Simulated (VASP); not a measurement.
# BBrCl₂: constrained molecular dynamics

BBrCl₂, molecule in box, 4 atoms in the cell. PBE, constrained or biased molecular dynamics; PAW potentials Cl, B, Br (PBE set).

Held coordinates: R 3 2.

## Input

INCAR:
```
SYSTEM = BBrCl2
  PREC = Normal
  EDIFF = 1E-5
  LREAL = .FALSE.
  ALGO = Normal
  NELMIN = 4
  ISYM = 0
  LWAVE = .FALSE.
  LCHARG = .FALSE.
  IBRION = 0
  ISIF = 2
  TEBEG = 300
  POTIM = 1.0
  RANDOM_SEED = 393395 0 0
  ENCUT = 320
  ISMEAR = 0
  SIGMA = 0.02
  MDALGO = 2
  SMASS = 0
  LBLUEOUT = .TRUE.
  NSW = 40
```

KPOINTS:
```
k-points
0
Gamma
  1 1 1
```

ICONST:
```
R 3 2 0
R 3 1 7
A 2 3 1 7
M 3 2 1 7
P 3 2 3 1 7
W 3 2 2.08 9 14 7
cX 3 7
X 2 7
```

POSCAR:
```
BBrCl2
1.0
    8.0000000000      0.0000000000      0.0000000000
    0.0000000000      9.0000000000      0.0000000000
    0.0000000000      0.0000000000      9.0000000000
Cl B Br
2 1 1
Direct
    0.5993875000      0.6122277700      0.6499111100
    0.5821624900      0.3516500000      0.4414222200
    0.5312749900      0.5339944400      0.4844999900
    0.4006125000      0.6483500000      0.3500888900
```

Commands:
```
cat potpaw_PBE.64/Cl/POTCAR potpaw_PBE.64/B/POTCAR potpaw_PBE.64/Br/POTCAR > POTCAR
mpirun -np 1 vasp_gam > vasp.out
```

## Result

- Mean force dA/dxi (eV per unit): -0.12

The thermostat is set to 300 K; the run averages 295 K.

The constraints are off by 4.7e-06 at most, with SHAKETOL = 1e-05.

ICONST:
```
R 3 2 0
R 3 1 7
A 2 3 1 7
M 3 2 1 7
P 3 2 3 1 7
W 3 2 2.08 9 14 7
cX 3 7
X 2 7
```

REPORT:
```
MDALGO =   2
               SCALING =       0
                 CNEXP =     9.000   14.000
           EQUI_REGIME =      0
          SHAKEMAXITER =      1000
              SHAKETOL =   0.100000E-04
          SHAKETOLSOFT =   0.100000E-04
              SHAKESCA =    2.00000000
           RANDOM_SEED =            393395                0                0

   original number of atomic DOF:          9
   number of independent constraints:      1
   number of active DOF:                   8

========================================
         MD step No.       1
========================================

  Atomic velocities initialized by STEP_tb

  >Monit_coord
   mc> R          1.73462
   mc> A          2.09681
   mc> M          0.86552
   mc> P          1.00006
   mc> W          0.87360
   mc> cX         4.25020
   mc> X          0.58216

  SHAKE converged in   10 steps

  >Const_coord
   cc> R    1.73472   1.73472  0.286785E-05

  >Blue_moon
        lambda        |z|^(-1/2)    GkT           |z|^(-1/2)*(lambda+GkT)
   b_m> -0.125833E+01  0.287831E+01 -0.166003E-13 -0.362188E+01

  >Energies
                    E_tot             E_pot             E_kin               EPS                ES
[... 57 lines left out ...]
   mc> M          0.93212
   mc> P          0.98244
   mc> W          0.87360
   mc> cX         4.26938
   mc> X          0.60498

  SHAKE converged in    8 steps

  >Const_coord
   cc> R    1.73472   1.73472  0.312277E-05

  >Blue_moon
        lambda        |z|^(-1/2)    GkT           |z|^(-1/2)*(lambda+GkT)
   b_m> -0.340539E+00  0.287831E+01  0.132312E-13 -0.980179E+00

  >Energies
                    E_tot             E_pot             E_kin               EPS                ES
   e_b>   -0.15135905E+02   -0.15199160E+02    0.13214465E+00    0.14668980E-03   -0.68900215E-01

  >Temperature
               T_sim     T_inst
   tmprt>    300.000    383.366

  >Thermostat:
           s(n+1) sdot(n+1)      s(n)   sdot(n)        Qs
   s_b>  -0.33560  -0.00096  -0.33315  -0.00394   0.00284

           RANDOM_SEED =            393395               24                0
```

Limits: the run is only 0.04 ps long, so its averages are rough.

VASP 6.6.1 took 95 s on 1 core (Intel Xeon Platinum 8259CL @ 2.50GHz (Skylake/Cascade Lake)), a shared host.
